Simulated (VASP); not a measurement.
Energy against volume of Ta (bcc). Calculation: r2SCAN meta-GGA, VASP's PBE PAW potentials (set 64) (plane waves; VASP). Run with 520 eV cut-off, 15×15×15 Γ-centred mesh, first-order Methfessel-Paxton smearing of 0.10 eV, potentials Ta_pv.

| V (Å³/atom) | E (eV/atom) |
|---|---|
| 17.512 | -48.56510 |
| 18.054 | -48.57739 |
| 18.596 | -48.56921 |
| 19.137 | -48.54305 |

Task: Fit these four points and predict the energy of the run at 16.971 Å³/atom.

Result: A cubic in V^(−2/3), the third-order Birch-Murnaghan form, passes through the four points with V0 = 18.10 Å³/atom and B0 = 200 GPa, and gives -48.5296 eV/atom there. The run gave -48.5298 eV/atom, -0.1 meV/atom from the fit; all five points give B0 = 199 GPa.

The compound is Ta in the bcc structure. It was relaxed first.
